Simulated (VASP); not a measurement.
NaH (rock salt): the bulk modulus from VASP (plane waves, PAW) at several levels of theory. Static lattice, third-order Birch-Murnaghan fit over five volumes.

```csv
level,bulk modulus (GPa)
LDA,27.5
PBE,23.2
PBEsol,23.9
RPBE,20.8
AM05,22.1
PBE-D3(BJ),26.0
PBE-D4,23.7
optB88-vdW,24.0
rev-vdW-DF2,23.5
revTPSS,24.1
r2SCAN,24.9
r2SCAN+rVV10,25.9
HSE06,24.0
HSEsol,24.4
```

The cell of the LDA run:

```cif
data_HNa
_chemical_formula_sum 'Na1 H1'
_space_group_name_H-M_alt 'P 1'
_space_group_IT_number 1
_cell_length_a 3.31757
_cell_length_b 3.31757
_cell_length_c 3.31757
_cell_angle_alpha 60.000
_cell_angle_beta 60.000
_cell_angle_gamma 60.000
loop_
_space_group_symop_operation_xyz
  'x, y, z'
loop_
_atom_site_label
_atom_site_type_symbol
_atom_site_fract_x
_atom_site_fract_y
_atom_site_fract_z
_atom_site_occupancy
Na1 Na 0.00000 0.00000 0.00000 1
H1 H 0.50000 0.50000 0.50000 1
```

Only levels that ran to the end are used. Left out are those held back, those with too coarse a band path, GW runs whose mesh misses a band edge, hybrids' fits of cells that aren't cubic and levels without matching references; a question may draw on a part of the rest.

The compound is NaH in the rock salt structure.
